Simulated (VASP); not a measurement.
ZnS (space group P6_3mc): the measured cell of entry 1100044 of the Crystallography Open Database is

ZnS has the hexagonal space group P6₃mc (No. 186), the wurtzite structure, Pearson symbol hP4. Cell: a = 3.8227 Å, b = 3.8227 Å, c = 6.2607 Å, α = 90.00°, β = 90.00°, γ = 120.00°. Zn on 2b is surrounded by 4 S at 2.342–2.347 Å (tetrahedral). S on 2b is coordinated by 4 Zn at 2.342–2.347 Å (tetrahedral). (Neighbours: up to the widest gap in distance over summed covalent radii, below 1.35, at either atom; cation-cation and far metal-metal contacts left out.)

Calculation: SCAN meta-GGA, VASP's PBE PAW potentials (set 64) (plane waves; VASP). Numerical set-up: 400 eV cut-off, 8×8×4 Γ-centred mesh, tetrahedra with Blöchl corrections, potentials Zn S.

The calculation is for a static lattice at zero pressure; the measurement, whose temperature isn't given here, holds thermal and zero-point expansion. The entry's conditions were not checked, so it may have been measured under pressure.

### Question
How far does the relaxed conventional cell lie from the measured one?

### Answer

```tsv
	measured	computed	difference
a (Å)	3.823	3.791	-0.8 %
c (Å)	6.261	6.214	-0.7 %
V (Å³/atom)	19.81	19.33	-2.4 %
```

The structure comes from a measured ZnS entry (P6_3mc) of the Crystallography Open Database, whose conditions weren't checked. It was relaxed first. Symmetry was kept, so distortions that lower it aren't found.
